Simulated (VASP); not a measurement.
Consider the following.

```
Sr
1.0
    0.00000     3.04000     3.04000
    3.04000     0.00000     3.04000
    3.04000     3.04000     0.00000
Sr
1
Direct
  0.00000   0.00000   0.00000
```

Calculation: SCAN meta-GGA, VASP's PBE PAW potentials (set 64) (plane waves; VASP 6.6.1). Run with 520 eV cut-off, 12×12×12 Γ-centred mesh, tetrahedra with Blöchl corrections, potentials Sr_sv.

Tabulate the total density of states (states/eV per cell) against energy (eV; zero at the valence-band maximum or, without a gap, the Fermi level).

```tsv
E (eV)	DOS (states/eV)
-9.92	0.00
-9.70	0.00
-9.60	0.00
-9.38	0.00
-9.27	0.00
-9.05	0.00
-8.94	0.00
-8.72	0.00
-8.62	0.00
-8.40	0.00
-8.18	0.00
-8.07	0.00
-7.86	0.00
-7.75	0.00
-7.53	0.00
-7.42	0.00
-7.20	0.00
-7.09	0.00
-6.88	0.00
-6.66	0.00
-6.55	0.00
-6.33	0.00
-6.22	0.00
-6.01	0.00
-5.90	0.00
-5.68	0.00
-5.57	0.00
-5.35	0.00
-5.14	0.00
-5.03	0.00
-4.81	0.00
-4.70	0.00
-4.48	0.00
-4.38	0.00
-4.16	0.00
-4.05	0.00
-3.83	0.00
-3.61	0.09
-3.50	0.13
-3.29	0.18
-3.18	0.20
-2.96	0.25
-2.85	0.27
-2.63	0.31
-2.42	0.36
-2.31	0.38
-2.09	0.43
-1.98	0.45
-1.76	0.51
-1.66	0.54
-1.44	0.62
-1.33	0.67
-1.11	0.86
-0.89	0.87
-0.79	0.87
-0.57	0.98
-0.46	0.93
-0.24	0.91
-0.13	0.92
0.08	1.25
0.19	1.22
0.41	1.87
0.63	1.96
0.74	1.72
0.95	2.61
1.06	2.11
1.28	1.60
1.39	1.45
1.61	1.26
1.72	1.16
1.93	1.05
2.15	0.92
2.26	0.91
2.48	0.91
2.59	1.38
2.80	2.39
2.91	2.68
3.13	2.50
3.24	1.51
3.46	1.39
```
Within 2 eV below the Fermi level the largest weight inside VASP's projection spheres is Sr d, then Sr s.

The compound is Sr in the fcc structure. The cell was not relaxed at this level.
